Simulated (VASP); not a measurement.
VASP runs on AgI (wurtzite) share one base input (PBE GGA, plane waves, VASP's PBE PAW potentials (set 64)) and change the settings named in each case.

KPOINTS:
```
Automatic mesh
0
Gamma
6 6 3
0 0 0
```

**POSCAR**
```
AgI
4.590
  0.5000000000  -0.8660254902   0.0000000000
  0.5000000000   0.8660254902   0.0000000000
  0.0000000000   0.0000000000   1.6361655773
Ag I
2 2
Cartesian
  0.5000000000  -0.2886757407   0.8180827887
  0.5000000000   0.2886757407   0.0000000000
  0.5000000000  -0.2886757407   1.4316448802
  0.5000000000   0.2886757407   0.6135620915
```

### INCAR
```
ALGO=Normal
EDIFF=1E-6
ENCUT=400
GGA=PE
ISIF=2
ISMEAR=0
LASPH=.TRUE.
LCHARG=.FALSE.
LMAXMIX=4
LREAL=.FALSE.
LWAVE=.FALSE.
NELM=100
PREC=Accurate
SIGMA=0.05
SYSTEM=AgI
```

POTCAR, in this order: Ag I (PBE.64 set). Program: vasp_std.

| change | E(σ→0) (eV/atom) | pressure (GPa) |
|---|---|---|
| base run | -2.3833 | 1.69 |
| GGA = RP | -2.0283 | 3.55 |
| GGA = PS | -2.7252 | -0.82 |
| GGA = AM | -2.4772 | -0.13 |
| IVDW = 13 | -2.7305 | [?] |

Q: Some entries are withheld; supply them.

A: 
- IVDW = 13, pressure (GPa): -0.18

Energies of different potentials or functionals have different zeros. Unless said otherwise, spin-orbit coupling is left out, though it shifts the bands of the heavy elements here.

Left out are runs that ran out of time, are held back, or changed the cell or the kind of run, fixed moments of cells without a moment, rows past the twelfth, gaps on odd meshes, pressures of charged cells and columns that move by less than the noise.

The compound is AgI in the wurtzite structure. The cell was not relaxed at this level.
